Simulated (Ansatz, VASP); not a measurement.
# Sc: VASP beside Ansatz, part 2 of 2

One calculation is typed for both programs; each brings its own data sets. How far apart do they land? The cell is taken from a series of runs on this material, whose earlier steps may have relaxed, scaled, displaced or heated it; both programs get it as it stands.

VASP 6.6.1 and Ansatz 0.2.0.

So far: The structure; VASP: zone-centre phonons, LDA, pair 1; Ansatz: zone-centre phonons, LDA, pair 1; Comparison.

## 5. VASP: zone-centre phonons, LDA, pair 2

Level of this step: LDA; plane waves and PAW (Sc_sv) (VASP).

Second derivatives magnify differences that forces hide, and they need a tight electronic threshold. The cell compared in this pair holds 43.23 Å³, against 42.33 Å³ for the pair before.

The input, INCAR:

```
SYSTEM = Sc
PREC = Accurate
ENCUT = 500
EDIFF = 1E-08
NELM = 120
ISMEAR = 1
SIGMA = 0.2
LREAL = .FALSE.
ALGO = Normal
GGA = CA
NBANDS = 17
LASPH = .TRUE.
LORBIT = 11
LWAVE = .FALSE.
LCHARG = .FALSE.
ISIF = 2
IBRION = 8
GGA_COMPAT = .FALSE.
KPAR = 2
```

The input, POSCAR:

```
Sc
1.0
    3.1885609080      0.0000000000      0.0000000000
   -1.5942804540      2.7613747478      0.0000000000
    0.0000000000      0.0000000000      4.9094485983
Sc
2
Direct
    0.3333333333      0.6666666667      0.2500000000
    0.6666666667      0.3333333333      0.7500000000
```

The input, KPOINTS:

```
Automatic mesh
0
Gamma
15 15 8
0 0 0
```

Potentials, in the order of the species: Sc_sv (LDA family, release 64).

On the command line:

```
mpirun -np 2 vasp_std
```

Numbers of over 12 decimals in the logs are rounded to 6 here.

The program printed:

```text
[... set-up lines as in an earlier step ...]
 entering main loop
       N       E                     dE             d eps       ncg     rms          rms(c)
DAV:   1     0.351075847581E+03    0.35108E+03   -0.10738E+04  4630   0.141E+03
DAV:   2     0.471866628659E+01   -0.34636E+03   -0.34023E+03  5952   0.593E+02
DAV:   3    -0.143888983943E+02   -0.19108E+02   -0.18380E+02  7744   0.172E+02
DAV:   4    -0.146531908399E+02   -0.26429E+00   -0.26282E+00  6691   0.192E+01
[...]
DAV:  10    -0.134324571452E+02   -0.20746E-04   -0.77361E-05  7206   0.131E-01    0.395E-03
DAV:  11    -0.134324577627E+02   -0.61745E-06   -0.12523E-06  7287   0.131E-02    0.992E-04
DAV:  12    -0.134324577633E+02   -0.59208E-09   -0.98630E-08  6936   0.389E-03
   1 F= -.13432458E+02 E0= -.13432230E+02  d E =-.682207E-03
 Linear response reoptimize wavefunctions to high precision
DAV:   1    -0.134324577505E+02    0.12769E-07   -0.10666E-08  6735   0.103E-03
DAV:   2    -0.134324577505E+02   -0.53205E-10   -0.25710E-10  4063   0.245E-04
 Linear response DOF=           2
 Linear response progress:
[...]
RMM:  21    -0.720147649398E+00   -0.23958E-08   -0.71029E-07 46432   0.943E-03    0.643E-06
RMM:  22    -0.720147648981E+00    0.41703E-09   -0.56682E-07 46823   0.945E-03    0.659E-06
RMM:  23    -0.720147650113E+00   -0.11322E-08   -0.54209E-07 47425   0.944E-03    0.664E-06
 first order change of Fermi-energy   0.26120E-04
 force on displaced ion       1 direction 1 :  -1.646   0.000   0.000
 Linear response progress:
  Degree of freedom:   2/  2
       N       E                     dE             d eps       ncg     rms          rms(c)
RMM:   1    -0.789138186266E+00   -0.78914E+00   -0.10164E+02  6618   0.297E+02
RMM:   2    -0.790541822686E+00   -0.14036E-02   -0.21427E-01 10613   0.549E+00    0.134E-01
RMM:   3    -0.792950584411E+00   -0.24088E-02   -0.75759E-03 11042   0.103E+00    0.468E-02
RMM:   4    -0.792068796200E+00    0.88179E-03   -0.15733E-03 13287   0.305E-01    0.178E-02
[...]
RMM:  19    -0.791807461170E+00    0.12531E-07   -0.30494E-06 15391   0.951E-03    0.359E-06
RMM:  20    -0.791807432995E+00    0.28175E-07   -0.28031E-06 15336   0.954E-03    0.359E-06
RMM:  21    -0.791807416067E+00    0.16928E-07   -0.26541E-06 15803   0.954E-03    0.339E-06
 first order change of Fermi-energy   0.34162E-04
 force on displaced ion       1 direction 3 :   0.000  -0.000  -5.393
 Linear response finished
```

OUTCAR, selected parts (step 5):

```text
  Total        0.7480612      0.7480612      0.7501021      0.0000000      0.0000000      0.0000000
  in kB       27.7264906     27.7264906     27.8021360      0.0000000      0.0000000      0.0000000
  external PRESSURE =      27.7517058 kB  Pullay stress =       0.0000000 kB

 POSITION                                       TOTAL-FORCE (eV/Angst)
 -----------------------------------------------------------------------------------
     -0.00000      1.84092      1.22736        -0.000000     -0.000000      0.000000
      1.59428      0.92046      3.68209         0.000000      0.000000      0.000000
 -----------------------------------------------------------------------------------
    total drift:                                0.000000     -0.000000      0.000000

[... 1 part as in an earlier step ...]

[... 1 further part left out ...]
```

## 6. Ansatz: zone-centre phonons, LDA, pair 2

The same cell, functional (in two slightly different forms), mesh and smearing now go to Ansatz, which takes its cutoff from its data sets.

The cell is taken from a series of runs on this material, whose earlier steps may have relaxed, scaled, displaced or heated it; both programs get it as it stands.

The input, input.yaml:

```yaml
crystal:
  lattice:
    - [3.188560908, 0.0, 0.0]
    - [-1.594280454, 2.7613747478, 0.0]
    - [0.0, 0.0, 4.9094485983]
  atoms:
    - { symbol: Sc, position: [0.3333333333, 0.6666666667, 0.25] }
    - { symbol: Sc, position: [0.6666666667, 0.3333333333, 0.75] }
kpoints:
  mp_grid: { grid: [15, 15, 8] }
hamiltonian:
  xc: lda
  pseudopotentials: { kind: paw, azcp: { folder: soft_1 }, xc_functional: pbe }
scf:
  occupations: { method: methfessel_paxton, width: 0.2 }
output:
  eigenvalues: true
phonons:
  method: dfpt
```

On the command line:

```
ansatz run input.yaml --threads 4 --pin off --max-ram 10240MiB --backend cpu --events-out ev --progress --plain --runs-dir out
```

The program printed:

```text
[...]
Crystal: 2 atoms, lattice volume = 43.227 Å³
Basis set: ecut = 420 eV, 857 PW (Γ), exchange–correlation on 48×48×72 points (8 copies of the dense FFT grid, shifted against one another)
Bands: 15, of which v1, the nominal top of the filled ones, is band 11 counted from 1 (10 counted from 0)
Symmetry: 24 space group operations
k-points: 320 of 1800 (irreducible under 4 space group operations, time reversal used)
[...]
k-point 1: bands = [... 7 lower, -16.7695, 5.2367, 8.4896, 11.4174, 12.0015, 12.0015, 12.3915, 12.5474]
  k-point 2: bands = [... 7 lower, -16.8086, 5.5915, 8.1564, 11.2282, 11.9012, 11.9012, 12.1552, 12.3466]
  k-point 319: bands = [... 7 lower, -16.8686, 8.9966, 8.9966, 10.5749, 10.5749, 11.2087, 11.2087, 12.8518]
[...]
ASR residual: 7.016e-5 → 0.000e0 eV/Å²; symmetrization residual: 2.344e-13 eV/Å²
  ASR residual per site (eV/Å²): 7.02e-5 7.02e-5
  Γ frequencies (cm⁻¹): 0.00 0.00 0.00 141.13 141.13 254.38
[...]
[key lines of the parts left out:]
SCF converged after 8 iterations
Free energy (F): -4178.013635 eV
Fermi energy:    10.396538 eV
```

## 7. Comparison

The two programs side by side:

```
                  quantity  Ansatz   VASP  difference
optical mode 1 to 2 (cm⁻¹)   141.1  141.1     +0.02 %
     optical mode 3 (cm⁻¹)   254.4  255.4     -0.41 %
```

Modes are paired by rising frequency, not by their patterns, so a pair may set unlike modes beside each other; they are those without the splitting of longitudinal modes.

## 8. What came out

```yaml
r_m_s_difference_of_the_optical_zone_centre_modes_each_program_s_sorted_by_frequency_zone_centre_phonons_lda_pair_1: 0.83 cm⁻¹
difference_in_optical_mode_3_zone_centre_phonons_lda_pair_1: -0.5 %
r_m_s_difference_of_the_optical_zone_centre_modes_each_program_s_sorted_by_frequency_zone_centre_phonons_lda_pair_2: 0.61 cm⁻¹
```

**Reading.** The r.m.s. difference of the optical zone-centre modes, each program's sorted by frequency is 0.83 cm⁻¹ (zone-centre phonons, LDA, pair 1). Among the rows given in per cent, the largest difference of the zone-centre phonons, LDA, pair 1 pair is in optical mode 3, -0.5 %. Such differences can come from data sets, numerical settings and the points named under the comparisons, not from the functional's error against experiment.

[Lines on the potential files, build, host, timing and source positions are cut from VASP's logs without a mark.]

[Logs are printed without paths, hosts, clocks, repeated set-up lines and the standing remarks that a program may print on its own settings, such as how far it seeks lower states.]

[Hosts, paths, dates, database ids (printed as entryN), source tags and the programs' standing remarks are cut or masked in the printed files.]
